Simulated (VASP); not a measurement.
The system is Be3ZnTe4.

```xyz
8
Lattice="6.4946 0.0000 0.0000 0.0000 6.4946 0.0000 0.0000 0.0000 4.5287" Properties=species:S:1:pos:R:3 pbc="T T T"
Be    0.0000    3.2473    0.0000
Be    3.2473    0.0000    0.0000
Be    0.0000    0.0000    0.0000
Zn    3.2473    3.2473    0.0000
Te    5.1206    3.2473    2.2644
Te    1.3740    3.2473    2.2644
Te    3.2473    5.1206    2.2644
Te    3.2473    1.3740    2.2644
```

The cell was built by a generator and needn't be a form met in nature.

| Item | Value |
| --- | --- |
| Program | VASP 6.6.1 |
| Task | relaxation of cell and atoms |
| Functional | PBE |
| Potentials or basis | VASP PAW PBE potentials, release 64 (Be, Zn, Te) |
| Cutoff | 520 eV |
| k mesh | 2 × 2 × 3 |
| Occupations | gaussian, width 0.15 eV |
| Spin | no spin polarisation |

At the start: pressure 14.9 GPa; volume 23.88 Å³/atom.

Problem. Where does the relaxation end?

Solution. Over 17 steps the energy falls by 835.9 meV/atom and the volume is 33.28 Å³/atom (+39.4 %); space group P4/mmm (No. 123, to 0.05 Å).

The path:
| step | energy change (eV) | largest force (eV/Å) | pressure (GPa) | volume (Å³) |
| --- | --- | --- | --- | --- |
| 1 | 0.0000 | 3.4384 | 14.86 | 191.02 |
| 2 | -4.3903 | 0.6544 | -0.17 | 256.71 |
| 3 | -4.4489 | 0.6648 | -0.47 | 262.85 |
| 4 | -4.5146 | 0.7472 | -1.23 | 275.34 |
| 5 | -4.4774 | 0.8575 | -2.05 | 301.10 |
| 6 | -4.5160 | 0.8204 | -1.58 | 287.02 |
| 7 | -5.4664 | 0.5619 | -1.14 | 277.98 |
| 8 | -6.5932 | 0.2902 | 1.96 | 250.78 |
| 9 | -6.5594 | 0.3428 | 0.82 | 256.59 |
| 10 | -6.6134 | 0.2966 | 1.47 | 252.60 |
| 11 | -6.6608 | 0.3245 | -0.34 | 267.49 |
| 12 | -6.6761 | 0.1496 | 0.19 | 262.56 |
| 13 | -6.6760 | 0.1228 | 0.44 | 261.87 |
| 14 | -6.6761 | 0.1363 | 0.37 | 262.22 |
| 15 | -6.6845 | 0.0960 | -0.10 | 265.89 |
| 16 | -6.6845 | 0.0983 | -0.02 | 265.80 |
| 17 | -6.6874 | 0.0146 | 0.12 | 266.25 |

Final structure:
```
Be Zn Te
1.0
     8.79083    0.00000    0.00000
     0.00000    8.79083    0.00000
     0.00000    0.00000    3.44537
Be Zn Te
3 1 4
Direct
  0.00000 0.50000 0.00000
  0.50000 0.00000 0.00000
  0.00000 0.00000 0.00000
  0.50000 0.50000 0.00000
  0.81179 0.50000 0.50000
  0.18821 0.50000 0.50000
  0.50000 0.81179 0.50000
  0.50000 0.18821 0.50000
```

Caveat: the k mesh is coarse (spacing up to 0.48 Å⁻¹), so the values aren't converged; the volume moved by over 15 % at a fixed basis, so the end points are rough.
